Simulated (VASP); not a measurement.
# YB (relaxed from the CsCl type structure, space group Pm-3m): computed properties

Level of theory: PBEsol GGA, VASP's PBE PAW potentials (set 64) (plane waves; VASP).

```
Property                                                               Value
----------------------------------  ----------------------------------------
space group                                                      Pm-3m (221)
cell                                 a = b = c = 3.178 Å, α = β = γ = 90.00°
volume per atom                                                16.05 Å³/atom
band gap (over mesh and band path)  none (metal, semimetal or under 0.01 eV)
density                                                           5.16 g/cm³
```

```xyz
2
Lattice="3.1778 0.0000 0.0000 0.0000 3.1778 0.0000 0.0000 0.0000 3.1778" Properties=species:S:1:pos:R:3 pbc="T T T"
Y      0.0000     0.0000     0.0000
B      1.5889     1.5889     1.5889
```

The structure was generated: YB was put into the CsCl type type (Pm-3m), which need not be its known phase. It was relaxed first, which changed the volume by -29 %. Symmetry was kept, so distortions that lower it aren't found.
